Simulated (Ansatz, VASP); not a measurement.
# Two plane-wave programs on Al16SO23 (a cell with a defect)

INCAR

```
PREC     = Accurate       # precision mode
ENCUT    = 520            # plane-wave cutoff, eV
EDIFF    = 1E-8           # SCF threshold, eV
ISMEAR   = -1             # smearing method
SIGMA    = 0.01           # smearing width, eV
LREAL    = Auto         
LASPH    = True           # aspherical terms in the spheres
NELM     = 100            # most SCF steps
ALGO     = Fast           # electronic algorithm
ISIF     = 2              # what is computed and relaxed
LWAVE    = False          # write WAVECAR
LCHARG   = False          # write CHGCAR
GGA      = PE             # functional
LEFG     = True         
NBANDS   = 122            # bands
```

File KPOINTS:

```
regular mesh
0
Gamma
  3 3 3
```

The input POSCAR:

```
Al16SO23
1.0
   -4.8050272208     -2.7741837594      4.3720844159
    4.8050272208     -2.7741837594      4.3720844159
    0.0000000000      5.5483675188      4.3720844159
Al S O
16 1 23
Direct
    0.6479040000      0.6479040000      0.6479040000
    0.1479040000      0.1479040000      0.6479040000
    0.1479040000      0.6479040000      0.1479040000
    0.6479040000      0.1479040000      0.1479040000
    0.8520960000      0.8520960000      0.8520960000
    0.3520960000      0.3520960000      0.8520960000
    0.3520960000      0.8520960000      0.3520960000
    0.8520960000      0.3520960000      0.3520960000
    0.1479040000      0.1479040000      0.1479040000
    0.6479040000      0.6479040000      0.1479040000
    0.6479040000      0.1479040000      0.6479040000
    0.1479040000      0.6479040000      0.6479040000
    0.3520960000      0.3520960000      0.3520960000
    0.8520960000      0.8520960000      0.3520960000
    0.8520960000      0.3520960000      0.8520960000
    0.3520960000      0.8520960000      0.8520960000
    0.4030727500      0.5969272500      0.2500000000
    0.9030727500      0.0969272500      0.2500000000
    0.9030727500      0.5969272500      0.7500000000
    0.4030727500      0.0969272500      0.7500000000
    0.4030727500      0.7500000000      0.5969272500
    0.9030727500      0.2500000000      0.5969272500
    0.9030727500      0.7500000000      0.0969272500
    0.4030727500      0.2500000000      0.0969272500
    0.5969272500      0.2500000000      0.4030727500
    0.0969272500      0.7500000000      0.4030727500
    0.0969272500      0.2500000000      0.9030727500
    0.5969272500      0.7500000000      0.9030727500
    0.2500000000      0.4030727500      0.5969272500
    0.7500000000      0.9030727500      0.5969272500
    0.7500000000      0.4030727500      0.0969272500
    0.2500000000      0.9030727500      0.0969272500
    0.7500000000      0.5969272500      0.4030727500
    0.2500000000      0.0969272500      0.4030727500
    0.2500000000      0.5969272500      0.9030727500
    0.7500000000      0.0969272500      0.9030727500
    0.5969272500      0.4030727500      0.7500000000
    0.0969272500      0.9030727500      0.7500000000
    0.0969272500      0.4030727500      0.2500000000
    0.5969272500      0.9030727500      0.2500000000
```

Input for Ansatz:

```yaml
crystal:
  lattice:
    - [-4.8050272208, -2.7741837594, 4.3720844159]
    - [4.8050272208, -2.7741837594, 4.3720844159]
    - [0.0, 5.5483675188, 4.3720844159]
  atoms:
    - { symbol: Al, position: [0.647904, 0.647904, 0.647904] }
    - { symbol: Al, position: [0.147904, 0.147904, 0.647904] }
    - { symbol: Al, position: [0.147904, 0.647904, 0.147904] }
    - { symbol: Al, position: [0.647904, 0.147904, 0.147904] }
    - { symbol: Al, position: [0.852096, 0.852096, 0.852096] }
    - { symbol: Al, position: [0.352096, 0.352096, 0.852096] }
    - { symbol: Al, position: [0.352096, 0.852096, 0.352096] }
    - { symbol: Al, position: [0.852096, 0.352096, 0.352096] }
    - { symbol: Al, position: [0.147904, 0.147904, 0.147904] }
    - { symbol: Al, position: [0.647904, 0.647904, 0.147904] }
    - { symbol: Al, position: [0.647904, 0.147904, 0.647904] }
    - { symbol: Al, position: [0.147904, 0.647904, 0.647904] }
    - { symbol: Al, position: [0.352096, 0.352096, 0.352096] }
    - { symbol: Al, position: [0.852096, 0.852096, 0.352096] }
    - { symbol: Al, position: [0.852096, 0.352096, 0.852096] }
    - { symbol: Al, position: [0.352096, 0.852096, 0.852096] }
    - { symbol: S, position: [0.40307275, 0.59692725, 0.25] }
    - { symbol: O, position: [0.90307275, 0.09692725, 0.25] }
    - { symbol: O, position: [0.90307275, 0.59692725, 0.75] }
    - { symbol: O, position: [0.40307275, 0.09692725, 0.75] }
    - { symbol: O, position: [0.40307275, 0.75, 0.59692725] }
    - { symbol: O, position: [0.90307275, 0.25, 0.59692725] }
    - { symbol: O, position: [0.90307275, 0.75, 0.09692725] }
    - { symbol: O, position: [0.40307275, 0.25, 0.09692725] }
    - { symbol: O, position: [0.59692725, 0.25, 0.40307275] }
    - { symbol: O, position: [0.09692725, 0.75, 0.40307275] }
    - { symbol: O, position: [0.09692725, 0.25, 0.90307275] }
    - { symbol: O, position: [0.59692725, 0.75, 0.90307275] }
    - { symbol: O, position: [0.25, 0.40307275, 0.59692725] }
    - { symbol: O, position: [0.75, 0.90307275, 0.59692725] }
    - { symbol: O, position: [0.75, 0.40307275, 0.09692725] }
    - { symbol: O, position: [0.25, 0.90307275, 0.09692725] }
    - { symbol: O, position: [0.75, 0.59692725, 0.40307275] }
    - { symbol: O, position: [0.25, 0.09692725, 0.40307275] }
    - { symbol: O, position: [0.25, 0.59692725, 0.90307275] }
    - { symbol: O, position: [0.75, 0.09692725, 0.90307275] }
    - { symbol: O, position: [0.59692725, 0.40307275, 0.75] }
    - { symbol: O, position: [0.09692725, 0.90307275, 0.75] }
    - { symbol: O, position: [0.09692725, 0.40307275, 0.25] }
    - { symbol: O, position: [0.59692725, 0.90307275, 0.25] }
kpoints:
  mp_grid: { grid: [3, 3, 3] }
scf:
  occupations: { method: fermi_dirac, width: 0.01 }
hamiltonian:
  xc: pbe
  pseudopotentials: { kind: paw }
output:
  forces: true
  stress: true
  populations: true
  efg:
    quadrupole_moments_barn: { Al: 0.1466, S: -0.0694, O: -0.02558 }
    contact_densities: true
  write_density: true
  write_potential: true
  elf: true
  volumetric_format: npy
```

Alike in both runs: task electric field gradients; functional PBE; k mesh 3 × 3 × 3; occupations fermi-dirac, width 0.01 eV; no spin polarisation.

|  | VASP | Ansatz |
| --- | --- | --- |
| version | VASP 6.6.1 | Ansatz 0.2.0 |
| potentials or method | VASP PAW PBE potentials, release 64 (Al, S, O) | plane-wave PAW, scalar-relativistic |
| plane-wave cutoff (eV) | 520 | 420 |
| valence electrons in the cell | 192 | 192 |

Ansatz gave:

| Item | Value |
| --- | --- |
| gap on the k mesh at the Fermi level (eV) | 5.86 |
| pressure (GPa) | 12.3 |
| largest component of the traceless stress (GPa) | 5.64 |
| rms of the force components (eV/Å) | 1.450 |
| Vzz of the field gradient on the site that differs most (V/Å²) | -40.7 |

Q: Estimate VASP's values.

A: gap on the k mesh at the Fermi level (eV): 5.85; pressure (GPa): 12.2; largest component of the traceless stress (GPa): 5.62; rms of the force components (eV/Å): 1.439; Vzz of the field gradient on the site that differs most (V/Å²): -48.5.

Atom by atom the forces differ by 0.012 eV/Å (rms over components).
